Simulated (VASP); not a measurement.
A run of VASP 6.6.1 is set up as follows.

The input INCAR:

```
SYSTEM = Ge2Sb2Te5
ALGO = Normal
EDIFF = 1E-6
EDIFFG = -0.01
ENCUT = 600
IBRION = 2
ISIF = 3
ISMEAR = 0
KPAR = 2
LASPH = .TRUE.
LCHARG = .FALSE.
LREAL = .FALSE.
LWAVE = .FALSE.
NELM = 80
NSW = 90
PREC = Accurate
SIGMA = 0.03
```

File KPOINTS:

```
k-points
0
G
  9 9 2
  0 0 0
```

Contents of POSCAR:

```
Ge2Sb2Te5
1.0
    4.2940644248      0.0000000000      0.0000000000
   -2.1470322124      3.7187688774      0.0000000000
    0.0000000000      0.0000000000     17.1013460000
Ge Sb Te
2 2 5
Direct
    0.3333333300      0.6666666700      0.8971050000
    0.6666666700      0.3333333300      0.1028950000
    0.0000000000      0.0000000000      0.6799320000
    0.0000000000      0.0000000000      0.3200680000
    0.0000000000      0.0000000000      0.0000000000
    0.6666666700      0.3333333300      0.7984580000
    0.3333333300      0.6666666700      0.2015420000
    0.3333333300      0.6666666700      0.5801080000
    0.6666666700      0.3333333300      0.4198920000
```

Potentials or basis: VASP PAW LDA potentials, release 64 (Ge_d, Sb, Te).

The run is started by

```sh
$ cat potpaw_LDA.64/Ge_d/POTCAR potpaw_LDA.64/Sb/POTCAR potpaw_LDA.64/Te/POTCAR > POTCAR
$ mpirun -np 2 vasp_std > vasp.out
```

**Question.** What does it give for the relaxed cell?

**Answer.** a = 4.201 Å, b = 4.201 Å, c = 16.669 Å, α = 90.00°, β = 90.00°, γ = 120.00°.

**Question.** Estimate the space group after relaxing (to 0.05 Å).

**Answer.** P-3m1 (No. 164).

**Question.** What does it give for the band gap on the k mesh?

**Answer.** 0.02 eV, direct.

Final structure:
```
Ge Sb Te
1.0
     4.20091    0.00000    0.00000
    -2.10046    3.63809    0.00000
     0.00000    0.00000   16.66899
Ge Sb Te
2 2 5
Direct
  0.33333 0.66667 0.89911
  0.66667 0.33333 0.10089
  0.00000 0.00000 0.68132
  0.00000 0.00000 0.31868
  0.00000 0.00000 0.00000
  0.66667 0.33333 0.80053
  0.33333 0.66667 0.19947
  0.33333 0.66667 0.57803
  0.66667 0.33333 0.42197
```

Caveat: spin-orbit coupling is left out, which moves the levels of the heavy elements; an odd mesh through Γ misses points on the zone boundary, where band edges often lie.
